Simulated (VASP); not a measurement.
Input of a VASP 6.6.1 run:

INCAR

```
PREC     = Accurate       # precision mode
ENCUT    = 520            # plane-wave cutoff, eV
EDIFF    = 1E-6           # SCF threshold, eV
ISMEAR   = 1              # smearing method
SIGMA    = 0.15           # smearing width, eV
LREAL    = F              # projectors in reciprocal space
LASPH    = T              # aspherical terms in the spheres
NELM     = 100            # most SCF steps
ALGO     = Normal         # electronic algorithm
ISIF     = 2              # what is computed and relaxed
LWAVE    = F              # write WAVECAR
LCHARG   = F              # write CHGCAR
GGA      = PE             # functional
NBANDS   = 40             # bands
```

File KPOINTS:

```
regular mesh
0
Gamma
  3 3 3
```

POSCAR

```
SiRuF6
1.0
    4.4720910000     -0.2495190000     -0.7842920000
   -0.4101190000      4.9754670000      0.1540760000
    0.7888460000     -0.0084260000      4.6825490000
Si Ru F
1 1 6
Direct
    0.7186016869      0.9587263202      0.0945162213
    0.1911776378      0.7567779852      0.6888723999
    0.4933548135      0.2798614656      0.7421180853
    0.7301125938      0.0127211894      0.5637187003
    0.7764779847      0.4709102958      0.0324740856
    0.0470951269      0.2572597802      0.7826273197
    0.2646615840      0.1347146074      0.1593864101
    0.3908279065      0.5526720019      0.2300402428
```

Potentials or basis: VASP PAW PBE potentials, release 64 (Si, Ru_pv, F).

Command:

```sh
$ cat potpaw_PBE.64/Si/POTCAR potpaw_PBE.64/Ru_pv/POTCAR potpaw_PBE.64/F/POTCAR > POTCAR
$ mpirun -np 1 vasp_std > vasp.out
```

(1) Predict the largest force.

(2) What does it give for the pressure?

## Answers

(1) 4.188 eV/Å.

(2) -6.4 GPa.

Caveat: the k mesh is coarse (spacing up to 0.47 Å⁻¹), so the values aren't converged.
